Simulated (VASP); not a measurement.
## WAu: relaxation of cell and atoms with PBE

WAu:

```
W Au
1.0
     0.00000    2.74798    2.74798
     2.74798    0.00000    2.74798
     2.74798    2.74798    0.00000
W Au
1 1
Direct
  0.00000 0.00000 0.00000
  0.75000 0.75000 0.75000
```

The cell was built by a generator and needn't be a form met in nature.

```json
{
  "Program": "VASP 6.6.1",
  "Task": "relaxation of cell and atoms",
  "Functional": "PBE",
  "Potentials or basis": "VASP PAW PBE potentials, release 64 (W_sv, Au)",
  "Cutoff": "600 eV",
  "k mesh": "8 × 8 × 8",
  "Occupations": "methfessel-paxton, width 0.2 eV",
  "Spin": "no spin polarisation",
  "Further INCAR settings": "ALGO = Fast; EDIFF = 1e-06; IBRION = 2; EDIFFG = -0.01; NSW = 60; ISIF = 3"
}
```

The relaxed volume is 24.63 Å³/atom, the relaxed cell is a = 4.115 Å, b = 4.115 Å, c = 4.115 Å, α = 60.00°, β = 60.00°, γ = 60.00° and the space group after relaxing (to 0.05 Å) is F-43m (No. 216). The energy gained by relaxing is 339.4 meV/atom, the ionic steps are 5 and the pressure after relaxing is 0.0 GPa. The band gap on the k mesh is none (metal or under the smearing width).

The path:
```tsv
step	energy change (eV)	largest force (eV/Å)	pressure (GPa)	volume (Å³)
1	0.0000	0.0000	33.16	41.50
2	1.3292	0.0000	-17.74	73.01
3	-0.6672	0.0000	-2.94	50.49
4	-0.6781	0.0000	-0.77	49.57
5	-0.6788	0.0000	0.02	49.26
```

Final structure:
```
W Au
1.0
     0.00000    2.90951    2.90951
     2.90951    0.00000    2.90951
     2.90951    2.90951    0.00000
W Au
1 1
Direct
  0.00000 0.00000 0.00000
  0.75000 0.75000 0.75000
```

Levels at points of the mesh, in eV from the Fermi level:
```
           k point  band 11  band 12  band 13  band 14  band 15  band 16
(0.00, 0.00, 0.00)    -0.73    -0.73    -0.73     1.52     1.52     8.37
(0.50, 0.00, 0.00)    -1.82    -0.25    -0.25     1.36     1.36     1.98
(0.50, 0.50, 0.00)    -2.74     0.38     1.25     1.46     1.46     2.70
```

Run time: 2 min on 1 thread of Intel(R) Xeon(R) Platinum 8259CL CPU @ 2.50GHz (Skylake/Cascade Lake), with other jobs on the host, peak memory 0.2 GiB.

Caveat: the volume moved by over 15 % at a fixed basis, so the end points are rough. The run has no spin-orbit coupling, so splittings on Au, W are missing.
